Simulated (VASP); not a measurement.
Consider the following.

```yaml
crystal:
  lattice:
    - [4.05694, 0.00000, 0.00000]
    - [-2.02847, 3.51341, 0.00000]
    - [0.00000, 0.00000, 4.75099]
  atoms:
    - { symbol: Rh, position: [0.33333, 0.66667, 0.93752] }
    - { symbol: Rh, position: [0.66667, 0.33333, 0.43752] }
    - { symbol: Si, position: [0.33333, 0.66667, 0.43748] }
    - { symbol: Si, position: [0.66667, 0.33333, 0.93748] }
```

Calculation: PBEsol GGA, VASP's PBE PAW potentials (set 64) (plane waves; VASP). Numerical set-up: 400 eV cut-off, 10×10×7 Γ-centred mesh, tetrahedra with Blöchl corrections, potentials Rh_pv Si.

The cores are frozen, which limits the accuracy of field gradients.

**Question.** Give the principal components of the electric field gradient (V/Å²) and the asymmetry η at each nucleus.

**Answer.** 
```
atom  Vxx  Vyy    Vzz     η
----  ---  ---  -----  ----
Rh1   8.1  8.1  -16.3  0.00
Rh2   8.1  8.1  -16.3  0.00
Si3   0.9  0.9   -1.8  0.00
Si4   0.9  0.9   -1.8  0.00
```

The structure was generated: RhSi was put into the wurtzite type (P6_3mc), which need not be its known phase. It was relaxed first, which changed the volume by -32 %. The relaxed cell has space group P6_3/mmc.
